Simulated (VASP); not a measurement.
**Vacuum and the quasiparticle gap of a sheet of SnSe2**

Wanted: the quasiparticle gap of a sheet of SnSe2, and how far the repeats disturb it.

Program: VASP 6.6.1. Level of theory: PBE; plane waves and PAW (Sn_d, Se), in the first sound run; inputs show where later runs differ. Results are calculated unless marked as measured.

## (1) Starting point

The cell holds 3 atoms: 1 Sn and 2 Se. Cell: a = 3.855 Å, b = 3.855 Å, c = 11.000 Å, α = 90.0°, β = 90.0°, γ = 120.0°. Vacuum lies along c.

## (2) Relaxation

The atoms are relaxed first inside the given cell, which is kept (ISIF = 2), since band edges depend on the positions.

The input, INCAR:

```
SYSTEM = SnSe2
PREC = Accurate
ENCUT = 400
EDIFF = 1E-06
NELM = 100
ISMEAR = 0
SIGMA = 0.05
LREAL = .FALSE.
ALGO = Normal
GGA = PE
NBANDS = 19
LWAVE = .FALSE.
LCHARG = .FALSE.
KPAR = 4
IBRION = 2
NSW = 60
ISIF = 2
EDIFFG = -0.01
```

The input, POSCAR:

```
SnSe2
1.0
    3.8545658600      0.0000000000      0.0000000000
   -1.9272829300      3.3381519553      0.0000000000
    0.0000000000      0.0000000000     11.0000000000
Sn Se
1 2
Direct
    0.0000000000      0.0000000000      0.5000000000
    0.3333333333      0.6666666667      0.6423869719
    0.6666666667      0.3333333333      0.3576130281
```

The input, KPOINTS:

```
Automatic mesh
0
Gamma
6 6 1
0 0 0
```

PAW data sets: Sn_d and Se (PBE family, release 64).

Launch:

```console
$ mpirun -np 8 vasp_std
```

The program printed:

```text
[banner, memory and clock lines left out]
running    8 mpi-ranks, on    1 nodes
 distrk:  each k-point on    2 cores,    4 groups
 distr:  one band on    1 cores,    2 groups

 POSCAR found type information on POSCAR SnSe
 POSCAR found :  2 types and       3 ions
|                                                                             |
|           W    W    AA    RRRRR   N    N  II  N    N   GGGG   !!!           |
|           W    W   A  A   R    R  NN   N  II  NN   N  G    G  !!!           |
|           W    W  A    A  R    R  N N  N  II  N N  N  G       !!!           |
|           W WW W  AAAAAA  RRRRR   N  N N  II  N  N N  G  GGG   !            |
|           WW  WW  A    A  R   R   N   NN  II  N   NN  G    G                |
|           W    W  A    A  R    R  N    N  II  N    N   GGGG   !!!           |
|                                                                             |
|     For optimal performance we recommend to set                             |
|       NCORE = 2 up to number-of-cores-per-socket                            |
|     NCORE specifies how many cores store one orbital (NPAR=cpu/NCORE).      |
|     This setting can greatly improve the performance of VASP for DFT.       |
|     The default, NCORE=1 might be grossly inefficient on modern             |
|     multi-core architectures or massively parallel machines. Do your        |
|     Unfortunately you need to use the default for GW and RPA                |
|     calculations (for HF NCORE is supported but not extensively tested      |
|     yet).                                                                   |
|                                                                             |

 LDA part: xc-table for (Slater+PW92), standard interpolation
|                                                                             |
|           W    W    AA    RRRRR   N    N  II  N    N   GGGG   !!!           |
|           W    W   A  A   R    R  NN   N  II  NN   N  G    G  !!!           |
|           W    W  A    A  R    R  N N  N  II  N N  N  G       !!!           |
|           W WW W  AAAAAA  RRRRR   N  N N  II  N  N N  G  GGG   !            |
|           WW  WW  A    A  R   R   N   NN  II  N   NN  G    G                |
|           W    W  A    A  R    R  N    N  II  N    N   GGGG   !!!           |
|                                                                             |
|     The number of bands has been changed from the values supplied in        |
|     The orbitals not found in the WAVECAR file will be initialized with     |
|     random numbers, which is usually adequate. For correlated               |
|     calculations, however, you should redo the groundstate calculation.     |
|     I found NBANDS = 19. Now, NBANDS = 20.                                  |
|                                                                             |

 POSCAR, INCAR and KPOINTS ok, starting setup
 FFT: planning ... GRIDC
 FFT: planning ... GRID_SOFT
 FFT: planning ... GRID
 WAVECAR not read
 entering main loop
       N       E                     dE             d eps       ncg     rms          rms(c)
DAV:   1     0.183571771434E+03    0.18357E+03   -0.10706E+04   280   0.101E+03
DAV:   2     0.863807508147E+01   -0.17493E+03   -0.16944E+03   324   0.260E+02
DAV:   3    -0.114366232461E+02   -0.20075E+02   -0.19843E+02   352   0.102E+02
DAV:   4    -0.121114326283E+02   -0.67481E+00   -0.67401E+00   340   0.215E+01
DAV:   5    -0.121274130687E+02   -0.15980E-01   -0.15980E-01   372   0.321E+00    0.486E+00
DAV:   6    -0.118567375546E+02    0.27068E+00   -0.55512E-01   420   0.748E+00    0.312E+00
DAV:   7    -0.118380072729E+02    0.18730E-01   -0.19726E-01   336   0.276E+00    0.759E-01
DAV:   8    -0.118361124521E+02    0.18948E-02   -0.18161E-02   344   0.133E+00    0.278E-01
DAV:   9    -0.118364016363E+02   -0.28918E-03   -0.18025E-03   320   0.300E-01    0.837E-02
DAV:  10    -0.118363910257E+02    0.10611E-04   -0.98880E-05   388   0.782E-02    0.320E-02
DAV:  11    -0.118363726331E+02    0.18393E-04   -0.12547E-04   320   0.525E-02    0.172E-02
DAV:  12    -0.118363746615E+02   -0.20284E-05   -0.85221E-06   296   0.154E-02    0.115E-02
DAV:  13    -0.118363924583E+02   -0.17797E-04   -0.29120E-05   288   0.190E-02    0.753E-03
DAV:  14    -0.118363998779E+02   -0.74196E-05   -0.19492E-06   240   0.660E-03    0.479E-03
DAV:  15    -0.118364017835E+02   -0.19056E-05   -0.63841E-07   288   0.528E-03    0.128E-03
DAV:  16    -0.118364017320E+02    0.51584E-07   -0.29088E-08   212   0.108E-03
   1 F= -.11836402E+02 E0= -.11836402E+02  d E =-.118364E+02
 curvature:   0.00 expect dE= 0.000E+00 dE for cont linesearch  0.000E+00
 trial: gam= 0.00000 g(F)=  0.987E-02 g(S)=  0.000E+00 ort = 0.000E+00 (trialstep = 0.100E+01)
 search vector abs. value=  0.987E-02
 bond charge predicted
       N       E                     dE             d eps       ncg     rms          rms(c)
DAV:   1    -0.118424548264E+02   -0.60530E-02   -0.39563E-01   280   0.249E+00    0.170E-01
DAV:   2    -0.118440355868E+02   -0.15808E-02   -0.18620E-02   320   0.607E-01    0.646E-02
DAV:   3    -0.118439961480E+02    0.39439E-04   -0.23453E-04   360   0.101E-01    0.460E-02
DAV:   4    -0.118439788411E+02    0.17307E-04   -0.44380E-05   304   0.354E-02    0.183E-02
DAV:   5    -0.118439736730E+02    0.51682E-05   -0.94889E-06   320   0.169E-02    0.634E-03
DAV:   6    -0.118439732089E+02    0.46407E-06   -0.95680E-07   264   0.651E-03
   2 F= -.11843973E+02 E0= -.11843973E+02  d E =-.757148E-02
 trial-energy change:   -0.007571  1 .order   -0.007595   -0.009868   -0.005323
 step:   2.2607(harm=  2.1711)  dis= 0.03488  next Energy=   -11.847281 (dE=-0.109E-01)
 bond charge predicted
       N       E                     dE             d eps       ncg     rms          rms(c)
DAV:   1    -0.118447057505E+02   -0.73208E-03   -0.62815E-01   280   0.314E+00    0.212E-01
DAV:   2    -0.118472186273E+02   -0.25129E-02   -0.29538E-02   312   0.762E-01    0.814E-02
DAV:   3    -0.118471564041E+02    0.62223E-04   -0.37132E-04   360   0.126E-01    0.581E-02
DAV:   4    -0.118471301693E+02    0.26235E-04   -0.69834E-05   308   0.439E-02    0.234E-02
DAV:   5    -0.118471227850E+02    0.73842E-05   -0.15433E-05   312   0.211E-02    0.797E-03
DAV:   6    -0.118471222983E+02    0.48674E-06   -0.17525E-06   264   0.886E-03
   3 F= -.11847122E+02 E0= -.11847122E+02  d E =-.107206E-01
 curvature:  -1.08 expect dE=-0.801E-05 dE for cont linesearch -0.801E-05
 trial: gam= 0.00000 g(F)=  0.743E-05 g(S)=  0.000E+00 ort =-0.271E-03 (trialstep = 0.125E+01)
 search vector abs. value=  0.743E-05
 reached required accuracy - stopping structural energy minimisation
```

Elapsed: 7.8 s, on 8 MPI ranks of Intel Xeon 6975P-C (Granite Rapids), shared host; peak memory 1.4 GiB; 46 s of CPU time.

The logs omit lines about the potential files and the build; timing stands in the text.

From OUTCAR (step 2):

```text
ion  position               nearest neighbor table
   1  0.000  0.000  0.500-   2 2.72   3 2.72   2 2.72   3 2.72   3 2.72   2 2.72
   2  0.333  0.667  0.642-   1 2.72   1 2.72   1 2.72
   3  0.667  0.333  0.358-   1 2.72   1 2.72   1 2.72

  LATTYP: Found a hexagonal cell.
 ALAT       =     3.8545658600
 C/A-ratio  =     2.8537584775

 Subroutine GETGRP returns: Found 12 space group operations
 (whereof 12 operations were pure point group operations)

The static configuration has the point symmetry D_3d.

 Found      7 irreducible k-points:

   k-points           NKPTS =      7   k-points in BZ     NKDIM =      7   number of bands    NBANDS=     20

   dimension x,y,z NGX =    28 NGY =   28 NGZ =   72
   dimension x,y,z NGXF=    56 NGYF=   56 NGZF=  144

   ENCUT  =  400.0 eV  29.40 Ry    5.42 a.u.   6.29  6.29 17.94*2*pi/ulx,y,z

   NELECT =      26.0000    total number of electrons

 k-points in reciprocal lattice and weights: Automatic mesh
   0.00000000  0.00000000  0.00000000       0.028
   0.16666667  0.00000000  0.00000000       0.167
   0.33333333 -0.00000000  0.00000000       0.167
   0.50000000  0.00000000  0.00000000       0.083
   0.16666667  0.16666667  0.00000000       0.167
   0.33333333  0.16666667  0.00000000       0.333
   0.33333333  0.33333333  0.00000000       0.056

 average (electrostatic) potential at core
       1-107.2646       2 -57.8941       3 -57.8941

 E-fermi :  -0.3014

 k-point     1 :       0.0000    0.0000    0.0000
  band No.  band energies     occupation
    ...
      9      -1.6003      2.00000
     10      -0.9691      2.00000
     11      -0.9691      2.00000
     12      -0.5887      2.00000
     13      -0.5887      2.00000
     14       0.9909      0.00000
     15       2.5605      0.00000
     16       4.0654      0.00000
     17       4.0654      0.00000
     18       4.7987      0.00000
    ...

 k-point     2 :       0.1667    0.0000    0.0000
  band No.  band energies     occupation
    ...
      9      -2.6212      2.00000
     10      -1.7289      2.00000
     11      -1.6133      2.00000
     12      -1.4229      2.00000
     13      -0.5220      2.00000
     14       1.6542      0.00000
     15       3.2829      0.00000
     16       4.3191      0.00000
     17       4.5914      0.00000
     18       5.4690      0.00000
    ...

 k-point     3 :       0.3333   -0.0000    0.0000
  band No.  band energies     occupation
    ...
      9      -4.2037      2.00000
     10      -2.7033      2.00000
     11      -2.3730      2.00000
     12      -1.2210      2.00000
     13      -0.7213      2.00000
     14       0.7612      0.00000
     15       3.6182      0.00000
     16       4.9169      0.00000
     17       5.1339      0.00000
     18       5.7712      0.00000
    ...

  Total        0.2626951      0.2626951     -0.0227971      0.0000000      0.0000000      0.0000000
  in kB        2.9736391      2.9736391     -0.2580573      0.0000000      0.0000000      0.0000000
  external PRESSURE =       1.8964070 kB  Pullay stress =       0.0000000 kB

  energy-cutoff  :      400.00
  volume of cell :      141.54
      direct lattice vectors                 reciprocal lattice vectors
     3.854565860  0.000000000  0.000000000     0.259432589  0.149783475  0.000000000
    -1.927282930  3.338151955  0.000000000     0.000000000  0.299566950  0.000000000
     0.000000000  0.000000000 11.000000000     0.000000000  0.000000000  0.090909091

 POSITION                                       TOTAL-FORCE (eV/Angst)
 -----------------------------------------------------------------------------------
      0.00000      0.00000      5.50000         0.000000      0.000000      0.000000
     -0.00000      2.22543      7.10113         0.000000      0.000000     -0.008773
      1.92728      1.11272      3.89887        -0.000000     -0.000000      0.008773
 -----------------------------------------------------------------------------------
    total drift:                               -0.000000     -0.000000      0.000000

  FREE ENERGIE OF THE ION-ELECTRON SYSTEM (eV)
  ---------------------------------------------------
  free  energy   TOTEN  =       -11.8471222983 eV

  energy  without entropy=      -11.8471222983  energy(sigma->0) =      -11.84712230

 reached required accuracy - stopping structural energy minimisation

[... 3 further parts left out ...]
```

The run keeps the 12 symmetry operations of its start, so it cannot find a distortion of lower symmetry.

Step by step:

```
step  energy less that of the first step (eV)  largest force (eV/Å)
   1                                   0.0000                0.3198
   2                                  -0.0076                0.1725
   3                                  -0.0107                0.0088
```

The atoms that moved most (Å):

| atom | dx | dy | dz | length |
| --- | --- | --- | --- | --- |
| Se2 | 0.000 | 0.000 | 0.035 | 0.035 |
| Se3 | 0.000 | 0.000 | -0.035 | 0.035 |

The relaxed structure:

```
Sn Se
1.0
     3.85457    0.00000    0.00000
    -1.92728    3.33815    0.00000
     0.00000    0.00000   11.00000
Sn Se
1 2
Direct
  0.00000 0.00000 0.50000
  0.33333 0.66667 0.64556
  0.66667 0.33333 0.35444
```

Numbers from this step:

```
free energy (TOTEN) : -11.85 eV
Fermi energy        : -0.3014 eV
```

At PBE, with these data sets, the largest force is down to 0.0088 eV/Å.

(Continued in part 2 of 5.)

[Lines on the potential files, build, host, timing and source positions are cut from VASP's logs without a mark.]

[Logs are printed without paths, hosts, clocks, repeated set-up lines and the standing remarks that a program may print on its own settings, such as how far it seeks lower states.]

[Hosts, paths, dates, database ids (printed as entryN), source tags and the programs' standing remarks are cut or masked in the printed files.]

[Pressures printed for these runs are not shown converged in the cutoff: they can be off by several GPa and have the wrong sign.]
